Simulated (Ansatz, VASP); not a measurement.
# SrLi2SnS4 in two plane-wave programs, part 2 of 2

Wanted: the spread between two codes on one cell, functional and k mesh.

VASP 6.6.1 and Ansatz 0.2.0.

So far: Set-up; VASP: single point, PBE with D3(BJ).

## (3) Ansatz: single point, PBE with D3(BJ)

Level of this step: Ansatz beside VASP: Kohn-Sham DFT, plane waves, PBE with D3(BJ) (Ansatz).

Ansatz runs on its default PAW (the set named soft_2) files.

The same cell, functional, mesh and smearing now go to Ansatz, which takes its cutoff from its data sets.

Contents of input.yaml:

```yaml
crystal:
  lattice:
    - [6.1518144884, 0.0, 0.0]
    - [2.5478143123, 5.5994163741, 0.0]
    - [0.0, 0.0, 29.194603969]
  atoms:
    - { symbol: Li, position: [0.35356764, 0.35356764, 0.25689679] }
    - { symbol: Li, position: [0.06070293, 0.06070293, 0.34417884] }
    - { symbol: Li, position: [0.76783821, 0.76783821, 0.43146089] }
    - { symbol: Li, position: [0.4740983178, 0.4755748466, 0.5182049044] }
    - { symbol: Li, position: [0.1858423046, 0.1803263718, 0.6043398124] }
    - { symbol: Li, position: [0.8932600472, 0.8882019237, 0.6992412792] }
    - { symbol: S, position: [0.19182942, 0.77862942, 0.27923052] }
    - { symbol: S, position: [0.63564115, 0.22244115, 0.32184511] }
    - { symbol: S, position: [0.02172339, 0.43492339, 0.38166474] }
    - { symbol: S, position: [0.39361775, 0.80681775, 0.393975] }
    - { symbol: S, position: [0.60609999, 0.19289999, 0.45379463] }
    - { symbol: S, position: [0.04991172, 0.63671172, 0.49640922] }
    - { symbol: S, position: [0.42832952, 0.8483405947, 0.555463939] }
    - { symbol: S, position: [0.8066602784, 0.2281242875, 0.5682390202] }
    - { symbol: S, position: [0.0226636487, 0.6063444485, 0.6300558837] }
    - { symbol: S, position: [0.4740723165, 0.0391490495, 0.6691871272] }
    - { symbol: S, position: [0.8282695988, 0.2671156384, 0.7326878621] }
    - { symbol: S, position: [0.2464299501, 0.6328855633, 0.7417823151] }
    - { symbol: Sr, position: [0.70713528, 0.70713528, 0.30053782] }
    - { symbol: Sr, position: [0.12140585, 0.12140585, 0.47510192] }
    - { symbol: Sr, position: [0.5415007505, 0.5321686863, 0.6509483681] }
    - { symbol: Sn, position: [0.41427057, 0.41427057, 0.38781987] }
    - { symbol: Sn, position: [0.8236026354, 0.831630465, 0.5629117237] }
    - { symbol: Sn, position: [0.1822913855, 0.3017730409, 0.7209339223] }
hamiltonian:
  xc: pbe
  pseudopotentials: { kind: paw }
  dispersion: d3bj
kpoints:
  mp_grid: { grid: [3, 3, 1] }
scf:
  occupations: { method: gaussian, width: 0.05 }
  n_extra_bands: 10
efield:
  axis: 3
  dipole_correction: true
  ramp_width: 0.04
output:
  forces: true
  eigenvalues: true
  write_density: true
  write_potential: true
  elf: true
  volumetric_format: npy
```

Command:

```console
ansatz run input.yaml --threads 8 --pin off --max-ram 18432MiB --backend cpu --events-out ev --progress --plain --runs-dir out
```

Numbers of over 12 decimals in the logs are rounded to 6 here.

The program printed:

```text
scf.n_extra_bands = 10 over 81 filled bands (N_el = 162.0): the run solves 91 bands
Engine: ansatz 0.2.0, aarch64-unknown-linux-gnu
Pseudopotentials: kind: paw
Pseudopotential: Li, paw, valence charge 3, recommended cutoff 420 eV (normal), Li.paw.azcp
Pseudopotential: S, paw, valence charge 6, recommended cutoff 420 eV (normal), S.paw.azcp
Pseudopotential: Sr, paw, valence charge 10, recommended cutoff 420 eV (normal), Sr.paw.azcp
Pseudopotential: Sn, paw, valence charge 14, recommended cutoff 420 eV (normal), Sn.paw.azcp
Functional definition: PBE
  parameter kappa = 0.804
  parameter beta = 0.066725
  exchange = pbe_x(kappa = kappa, mu = beta*pi^2/3)
  correlation = pbe_c(beta = beta)
Crystal: 24 atoms, lattice volume = 1005.654 Å³
Basis set: ecut = 420 eV, 19643 PW (Γ), exchange–correlation on 90×90×400 points (8 copies of the dense FFT grid, shifted against one another)
Bands: 91, of which v1, the nominal top of the filled ones, is band 81 counted from 1 (80 counted from 0)
Symmetry: 1 space group operations
Space group: P1 (ITA 1), of the structure as read, at distance tolerance 1.0e-4 Å
k-points: 5 of 9 (time reversal used)
Non-local potential: Li, projectors of the file, l = 0: 3, l = 1: 2, l = 2: 1
Non-local potential: S, projectors of the file, l = 0: 2, l = 1: 2, l = 2: 2
Non-local potential: Sr, projectors of the file, l = 0: 3, l = 1: 2, l = 2: 2
Non-local potential: Sn, projectors of the file, l = 0: 2, l = 1: 2, l = 2: 2, l = 3: 2
PAW form: soft (Blöchl's): semilocal exchange-correlation on the pseudo side does not see the compensation charge
PAW one-centre angular grid: Li, 110 points (default); XC on 64 Gauss nodes
PAW one-centre angular grid: S, 110 points (default); XC on 64 Gauss nodes
PAW one-centre angular grid: Sr, 110 points (default); XC on 64 Gauss nodes
PAW one-centre angular grid: Sn, 590 points (default); XC on 64 Gauss nodes
Initial density: superposition of atomic densities (neutral atoms: chi_scale 0, normalization atom), corrected by the library's trained network
Initial wavefunctions: pseudopotential atomic-orbital guess
Functional: x = pbe(κ = 0.804, μ = 0.219515), c = pbe(β = 0.066725)
SCF iter   1: F=—  HF=-40789.939725 eV  |F-HF|=—  |Δ(HF+E_count)|=         —  Δρ=1.04e-3  dr2=2.05e-2  ethr=1.77e-3  p=-0.440 e·Å  D=-7.91e-2 V/Å  ΔV_dip=2.31 eV  dr2_dipole=6.53e-5  V_vac-E_F(+/−)=5.19/2.88 eV  ⟨swp⟩=11.4  Hψ=2536  notcnv=0
efield: sawtooth ramp at fractional position 0.9793 (placed from the atoms, in the widest stretch of the axis that holds none; the zero of the levels goes with the place), width 0.0400; the density the first Hamiltonian is built on has a dipole p = -0.440 e·Å; the dipole correction subtracts the counter field D = -7.91e-2 V/Å, which shifts the + side's vacuum level by +2.31 eV against the − side's; the planar-averaged density in the ramp window peaks in size at 5.3e-6 e/Å³
preconditioner: auto → Resta (q_TF=auto, 2.012 Å⁻¹)  ε∞=3.2  [insulator: Δε(μ)=1.803 eV  Ē_g=7.744 eV  σ=0.050 eV  W_gap=1.00  n_scr=122 (ndim 8)  ℏωp=11.5 eV  f_vac=0.444  D(μ)=0.00/eV (n_scr^D=0)  ε∞_Penn≈3.2  vacuum switching on, ρ_ref=4.3e-3 e/Å³]
SCF iter   2: F=—  HF=-40789.942629 eV  |F-HF|=—  |Δ(HF+E_count)|=   2.90e-3  Δρ=5.21e-4  dr2=3.01e-3  ethr=1.27e-5  p=-0.441 e·Å  D=-7.93e-2 V/Å  ΔV_dip=2.32 eV  dr2_dipole=1.54e-4  V_vac-E_F(+/−)=5.15/2.84 eV  ⟨swp⟩=2.6  Hψ=997  notcnv=0  defer=25
SCF iter   3: F=—  HF=-40789.944027 eV  |F-HF|=—  |Δ(HF+E_count)|=   1.40e-3  Δρ=2.35e-4  dr2=6.42e-4  ethr=1.86e-6  p=-0.436 e·Å  D=-7.84e-2 V/Å  ΔV_dip=2.29 eV  dr2_dipole=6.09e-7  V_vac-E_F(+/−)=5.12/2.83 eV  ⟨swp⟩=2.0  Hψ=782  notcnv=0  defer=25
SCF iter   4: F=—  HF=-40789.944653 eV  |F-HF|=—  |Δ(HF+E_count)|=   6.26e-4  Δρ=5.61e-5  dr2=6.08e-5  ethr=3.96e-7  p=-0.437 e·Å  D=-7.86e-2 V/Å  ΔV_dip=2.29 eV  dr2_dipole=6.53e-6  V_vac-E_F(+/−)=5.11/2.82 eV  ⟨swp⟩=2.0  Hψ=616  notcnv=0  defer=25
SCF iter   5: F=—  HF=-40789.944213 eV  |F-HF|=—  |Δ(HF+E_count)|=   4.39e-4  Δρ=2.43e-5  dr2=1.60e-5  ethr=3.75e-8  p=-0.435 e·Å  D=-7.82e-2 V/Å  ΔV_dip=2.28 eV  dr2_dipole=4.43e-6  V_vac-E_F(+/−)=5.10/2.81 eV  ⟨swp⟩=2.0  Hψ=657  notcnv=0  defer=25
SCF iter   6: F=—  HF=-40789.944216 eV  |F-HF|=—  |Δ(HF+E_count)|=   2.15e-6  Δρ=9.14e-6  dr2=1.62e-6  ethr=9.88e-9  p=-0.436 e·Å  D=-7.84e-2 V/Å  ΔV_dip=2.29 eV  dr2_dipole=9.96e-8  V_vac-E_F(+/−)=5.10/2.81 eV  ⟨swp⟩=2.0  Hψ=594  notcnv=0  defer=25
SCF iter   7: F=—  HF=-40789.944216 eV  |F-HF|=—  |Δ(HF+E_count)|=   8.31e-7  Δρ=2.83e-6  dr2=1.39e-7  ethr=1.00e-9  p=-0.436 e·Å  D=-7.84e-2 V/Å  ΔV_dip=2.29 eV  dr2_dipole=7.57e-10  V_vac-E_F(+/−)=5.10/2.81 eV  ⟨swp⟩=2.0  Hψ=674  notcnv=0  defer=25
SCF iter   8: F=-40789.944216 eV  HF=-40789.944216 eV  |F-HF|=5.31e-10  |Δ(HF+E_count)|=   1.19e-7  Δρ=1.08e-6  dr2=2.47e-8  ethr=6.17e-11  p=-0.436 e·Å  D=-7.84e-2 V/Å  ΔV_dip=2.29 eV  dr2_dipole=2.10e-12  V_vac-E_F(+/−)=5.10/2.81 eV  ⟨swp⟩=22.0  Hψ=4296  notcnv=0
SCF 1 converged in 8 iterations: F = -40789.944216 eV  dr2 = 2.47e-8
  greatest PAW one-centre occupation: 1.000 electrons in one spin orbital (limit 2), on the Li atom at site 5 (counted from 0), in its partial waves of l = 0
WARN: The output density's exchange-correlation potential varies sharply where the density is thin. Do not read a vacuum level from v_tot or v_xc, or from such a field of the output density. On a cell that repeats whose density bears no net charge and no dipole along the vacuum's axis use v_es (v_loc + v_h of the components); under efield.dipole_correction with no amplitude use v_es + v_field, which holds any externa [...]
SCF converged after 8 iterations
Free energy (F): -40789.944216 eV
Harris-Foulkes:  -40789.944216 eV  (|F-HF|=5.31e-10)
Internal energy: -40789.944216 eV  (E = F + TS)
E sigma→0 (E₀):  -40789.944216 eV
Fermi energy:    1.460893 eV
Dipole field:    D = -0.078414 V/Å  (p = -0.435795 e·Å, saw-weighted, corrected)
Work function:   Φ+ = 5.1018 eV   Φ− = 2.8125 eV
Levels:          The Fermi level and band energies are counted from a zero that moves with the ramp; work functions are not
--- Per-component energies (eV) ---
  E_band       = -2045.912467
  E_kinetic    = 2711.786965
  E_local      = -86772.028524  (includes V_loc(G=0)·N_el)
  E_nonlocal   = 655.575571
  E_hartree    = 42303.388808
  E_xc         = -2898.119676
  E_vxc        = -1908.150985  (∫ρ·V_xc dr)
  E_paw        = -27837.441444  (= ΣΔE_a)
  E_vpaw       = -1346.041700  (= ΣTr[D̂ρ^β])
  E_aug_tail   = 0.000114  (compensation charges beyond the density's cutoff)
  E_efield     = 0.017086  (sawtooth field / dipole correction)
  E_vefield    = 6.181263  (∫n·V_field dr)
  E_ewald      = 31052.654517
  E_disp       = -5.777634  (pairwise vdW)
  E_smearing   = -0.000000  (= −TS)
  E_closure    = 0.000000  (closes the sum)
  Σ components = -40789.944216   (vs F -40789.944216, Δ=0.00e0)
--- Forces (eV/Å), atoms counted from 1 ---
  atom   1  Li     0.23364062     0.66280216     0.75748945
  atom   2  Li    -0.00020943    -0.28255507    -0.11627011
  atom   3  Li    -0.03273264    -0.00056334     0.00518171
  atom   4  Li    -0.00087853     0.00438794    -0.00398099
  atom   5  Li    -0.00548086     0.00359282    -0.00038427
  atom   6  Li     0.00526351     0.01720296    -0.00591216
  atom   7  S     -0.10502690    -0.30292720    -0.73532331
  atom   8  S      0.31860010    -0.66105288    -0.89690100
  atom   9  S     -0.58993001    -0.00030340    -0.02806319
  atom  10  S      0.32427773     0.39931669     0.20400742
  atom  11  S      0.12469354    -0.26109003     0.31828750
  atom  12  S      0.03905163    -0.08904341    -0.11373032
  atom  13  S      0.00460272     0.00600315    -0.00201596
  atom  14  S      0.00070027     0.00037322     0.00826761
  atom  15  S     -0.00172916     0.00308012    -0.00521436
  atom  16  S     -0.00079177     0.01190365    -0.00504174
  atom  17  S      0.00334754     0.00837335    -0.01756846
  atom  18  S     -0.02145233     0.00090192    -0.01881682
  atom  19  Sr    -0.11390770     0.12841789     0.79530777
  atom  20  Sr    -0.01440198    -0.00198635    -0.05426821
  atom  21  Sr    -0.00452706     0.01556315     0.00824884
  atom  22  Sn    -0.15540534     0.34199272    -0.07187020
  atom  23  Sn    -0.00231477    -0.01155459    -0.02458977
  atom  24  Sn    -0.00540156     0.00714601     0.00316103
  max |Σ_I F_I| component: 1.85e-5 eV/Å
--- Band table (eV; the first three rows and the last of 5) ---
  k-point 0: bands = [... 77 lower, -0.1002, 0.0948, 0.2024, 0.4854, 2.3500, 2.4546, 2.6534, 3.1241, ... 6 higher]
  k-point 1: bands = [... 77 lower, -0.1756, 0.0347, 0.0759, 0.4985, 2.5219, 2.7353, 2.8307, 3.2226, ... 6 higher]
  k-point 2: bands = [... 77 lower, -0.2029, -0.0886, 0.0647, 0.5456, 2.4562, 2.6731, 2.8627, 3.0352, ... 6 higher]
  k-point 4: bands = [... 77 lower, -0.2002, -0.1143, 0.1146, 0.5708, 2.4708, 2.7422, 3.0200, 3.3853, ... 6 higher]
```

Elapsed: 28 s, on 8 threads of Arm Neoverse N1, shared host; peak memory 2.3 GiB.

## (4) Side by side

Known differences besides the potentials themselves: the data sets hold 162 valence electrons in Ansatz (default PAW (the set named soft_2) files) and 120 in VASP; the cutoff is 420 eV in Ansatz and 300 eV in VASP (PREC = Normal, projectors in real space). Total energies have different zeros and are not compared.

The two programs side by side:

| quantity | Ansatz | VASP | difference |
| --- | --- | --- | --- |
| gap on the k mesh (eV) | 1.779 | 1.784 | -0.005 |

Forces on 9 of the 24 atoms, those with the largest forces and the largest differences (eV/Å; atoms numbered as in POSCAR):

| atom | Ansatz x, y, z | VASP x, y, z |
| --- | --- | --- |
| Li1 | 0.234, 0.663, 0.757 | 0.233, 0.662, 0.758 |
| S7 | -0.105, -0.303, -0.735 | -0.105, -0.302, -0.740 |
| S8 | 0.319, -0.661, -0.897 | 0.320, -0.665, -0.923 |
| S9 | -0.590, 0.000, -0.028 | -0.616, -0.008, -0.027 |
| S10 | 0.324, 0.399, 0.204 | 0.337, 0.417, 0.206 |
| S11 | 0.125, -0.261, 0.318 | 0.135, -0.274, 0.339 |
| S17 | 0.003, 0.008, -0.018 | -0.025, 0.006, -0.006 |
| S18 | -0.021, 0.001, -0.019 | 0.003, 0.024, 0.000 |
| Sr19 | -0.114, 0.128, 0.795 | -0.110, 0.125, 0.787 |

The forces differ by 9.8 meV/Å r.m.s., which is 3.7 % of the r.m.s. force of 0.26 eV/Å (both taken over all components). A gap on the mesh is an upper bound, since the band edges may lie between its points.

## (5) What came out

```
r.m.s. force difference (single point, PBE with D3(BJ)) : 3.7 % of the r.m.s. force
```

The r.m.s. force difference is 3.7 % of the r.m.s. force (single point, PBE with D3(BJ)), beyond the 3 % picked in this series as the mark of a large difference. Such differences can come from data sets, numerical settings and the points named under the comparisons, not from the functional's error against experiment.

[Lines on the potential files, build, host, timing and source positions are cut from VASP's logs without a mark.]

[Logs are printed without paths, hosts, clocks, repeated set-up lines and the standing remarks that a program may print on its own settings, such as how far it seeks lower states.]

[Hosts, paths, dates, database ids (printed as entryN), source tags and the programs' standing remarks are cut or masked in the printed files.]
